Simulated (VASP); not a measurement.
OSZICAR of a VASP run on ErBi₂ClO₄ (space group P4/mmm):

### OSZICAR
```
       N       E                     dE             d eps       ncg     rms          rms(c)
DAV:   1     0.930254265943E+03    0.93025E+03   -0.32511E+04  2107   0.559E+03
DAV:   2     0.154123924121E+03   -0.77613E+03   -0.72402E+03  1735   0.941E+02
DAV:   3    -0.342368234860E+02   -0.18836E+03   -0.17435E+03  1788   0.288E+02
DAV:   4    -0.577641315402E+02   -0.23527E+02   -0.23028E+02  1872   0.109E+02
DAV:   5    -0.609049202719E+02   -0.31408E+01   -0.31066E+01  2432   0.322E+01    0.790E+01
DAV:   6    -0.549438269784E+02    0.59611E+01   -0.46624E+01  2272   0.112E+02    0.159E+02
DAV:   7    -0.798258100438E+02   -0.24882E+02   -0.32580E+01  1960   0.330E+02    0.371E+02
DAV:   8    -0.608529404451E+02    0.18973E+02   -0.64476E+01  1846   0.257E+02    0.135E+02
DAV:   9    -0.520940071905E+02    0.87589E+01   -0.25895E+01  1982   0.818E+01    0.109E+02
DAV:  10    -0.646560501542E+02   -0.12562E+02   -0.38085E+01  2344   0.143E+02    0.755E+01
DAV:  11    -0.519996898992E+02    0.12656E+02   -0.23269E+01  1952   0.787E+01    0.338E+01
DAV:  12    -0.534085692961E+02   -0.14089E+01   -0.23700E+00  2280   0.467E+01    0.537E+01
DAV:  13    -0.533386415570E+02    0.69928E-01   -0.61530E-01  2021   0.452E+00    0.525E+01
DAV:  14    -0.528374484245E+02    0.50119E+00   -0.39131E-01  2144   0.157E+01    0.560E+01
DAV:  15    -0.529551845714E+02   -0.11774E+00   -0.12400E-01  2165   0.610E+00    0.566E+01
DAV:  16    -0.530208963360E+02   -0.65712E-01   -0.33858E-02  2120   0.183E+00    0.591E+01
DAV:  17    -0.532367203719E+02   -0.21582E+00   -0.21317E+00  1884   0.146E+01    0.385E+01
DAV:  18    -0.533048877873E+02   -0.68167E-01   -0.56564E-01  2173   0.150E+01    0.355E+01
DAV:  19    -0.531888918938E+02    0.11600E+00   -0.79089E-02  2330   0.538E+00    0.317E+01
DAV:  20    -0.531770633993E+02    0.11828E-01   -0.21446E-02  1906   0.760E-01    0.307E+01
DAV:  21    -0.532096115796E+02   -0.32548E-01   -0.71870E-03  2088   0.272E+00    0.308E+01
DAV:  22    -0.531047863647E+02    0.10483E+00   -0.37023E-02  1983   0.281E+00    0.282E+01
DAV:  23    -0.531795677929E+02   -0.74781E-01   -0.17536E-02  2008   0.281E+00    0.312E+01
DAV:  24    -0.533052583299E+02   -0.12569E+00   -0.99420E-02  2008   0.864E+00    0.415E+01
DAV:  25    -0.531986896581E+02    0.10657E+00   -0.81098E-02  2160   0.634E+00    0.479E+01
DAV:  26    -0.527353514009E+02    0.46334E+00   -0.40092E-01  2096   0.220E+01    0.465E+01
DAV:  27    -0.527218604966E+02    0.13491E-01   -0.16416E-01  2136   0.126E+01    0.471E+01
DAV:  28    -0.526363906969E+02    0.85470E-01   -0.12276E-01  2240   0.192E+01    0.467E+01
DAV:  29    -0.526320816426E+02    0.43091E-02   -0.13307E-01  2316   0.560E+00    0.372E+01
DAV:  30    -0.526454531416E+02   -0.13371E-01   -0.36348E-02  2320   0.776E+00    0.400E+01
DAV:  31    -0.526471992846E+02   -0.17461E-02   -0.80306E-03  2280   0.195E+00    0.400E+01
DAV:  32    -0.526517522943E+02   -0.45530E-02   -0.21356E-03  2392   0.231E+00    0.372E+01
DAV:  33    -0.526601068959E+02   -0.83546E-02   -0.10759E-02  2056   0.173E+00    0.314E+01
DAV:  34    -0.526262870192E+02    0.33820E-01   -0.83199E-02  2184   0.135E+01    0.244E+01
DAV:  35    -0.526444987684E+02   -0.18212E-01   -0.90988E-02  2338   0.110E+01    0.164E+01
DAV:  36    -0.526656756119E+02   -0.21177E-01   -0.46591E-02  2248   0.387E+00    0.120E+01
DAV:  37    -0.526547778718E+02    0.10898E-01   -0.18284E-02  2344   0.396E+00    0.162E+01
DAV:  38    -0.526544282242E+02    0.34965E-03   -0.50107E-03  2120   0.111E+00    0.170E+01
DAV:  39    -0.526678797275E+02   -0.13452E-01   -0.90291E-03  2144   0.403E+00    0.105E+01
DAV:  40    -0.526760950490E+02   -0.82153E-02   -0.45580E-03  2432   0.171E+00    0.887E+00
DAV:  41    -0.526802862546E+02   -0.41912E-02   -0.15640E-03  2182   0.714E-01    0.803E+00
DAV:  42    -0.526794689764E+02    0.81728E-03   -0.15898E-03  2240   0.393E-01    0.853E+00
DAV:  43    -0.526835484444E+02   -0.40795E-02   -0.10817E-03  2184   0.856E-01    0.751E+00
DAV:  44    -0.526832502907E+02    0.29815E-03   -0.57702E-04  2138   0.215E-01    0.717E+00
DAV:  45    -0.526806023488E+02    0.26479E-02   -0.15999E-04  2320   0.516E-01    0.678E+00
DAV:  46    -0.526736169097E+02    0.69854E-02   -0.49941E-04  2208   0.141E+00    0.596E+00
DAV:  47    -0.526580448258E+02    0.15572E-01   -0.30831E-03  2168   0.342E+00    0.544E+00
DAV:  48    -0.526530651068E+02    0.49797E-02   -0.20695E-03  2424   0.111E+00    0.535E+00
DAV:  49    -0.526439859520E+02    0.90792E-02   -0.16840E-03  2136   0.229E+00    0.465E+00
DAV:  50    -0.526391923867E+02    0.47936E-02   -0.17880E-03  2408   0.147E+00    0.448E+00
DAV:  51    -0.526186071481E+02    0.20585E-01   -0.17736E-02  2088   0.862E+00    0.133E+00
DAV:  52    -0.526156506626E+02    0.29565E-02   -0.11711E-02  2392   0.382E+00    0.164E+00
DAV:  53    -0.526151955584E+02    0.45510E-03   -0.55797E-03  2376   0.173E+00    0.148E+00
DAV:  54    -0.526151996131E+02   -0.40546E-05   -0.24377E-03  2362   0.529E-01    0.183E+00
DAV:  55    -0.526151055648E+02    0.94048E-04   -0.56183E-04  2408   0.253E-01    0.140E+00
DAV:  56    -0.526149488596E+02    0.15671E-03   -0.50189E-04  2066   0.325E-01    0.151E+00
DAV:  57    -0.526148334795E+02    0.11538E-03   -0.22672E-04  2248   0.325E-01    0.284E-01
DAV:  58    -0.526148531291E+02   -0.19650E-04   -0.12714E-04  2095   0.134E-01    0.167E-01
DAV:  59    -0.526147905893E+02    0.62540E-04   -0.16970E-04  2128   0.832E-01    0.321E-01
DAV:  60    -0.526147862846E+02    0.43047E-05   -0.40258E-05  2010   0.107E-01    0.188E-01
DAV:  61    -0.526147852094E+02    0.10752E-05   -0.37840E-05  2176   0.269E-01    0.147E-01
DAV:  62    -0.526147821397E+02    0.30697E-05   -0.14969E-05  1824   0.179E-01    0.795E-02
DAV:  63    -0.526147818510E+02    0.28870E-06   -0.48561E-06  1325   0.898E-02
   1 F= -.52614782E+02 E0= -.52578319E+02  d E =-.729254E-01  mag=     3.0025
```

Problem. Which electronic solver shows in the log?

Solution. It is blocked Davidson (ALGO = Normal, or the opening steps of other solvers). The INCAR had ALGO = Normal.

Problem. How was spin treated?

Solution. Collinear spin (ISPIN = 2): the summary line carries one mag value, 3.00 μB in the cell.

Problem. Can the final energy be trusted as converged?

Solution. Self-consistency was reached. It stopped with EDIFF = 1E-6, NELM = 100 (PBEsol GGA, plane waves, VASP's PBE PAW potentials (set 64)).  The moments were started parallel, and other spin orders were not tried in this run.

The structure comes from a measured ErBi2ClO4 entry of the Crystallography Open Database, whose conditions weren't checked. The cell was not relaxed at this level, and its volume differs by -5.9 % from the start's. The k-mesh is coarse (spacing up to 0.56 per Å, 2π included), so the numbers may not be converged in it.
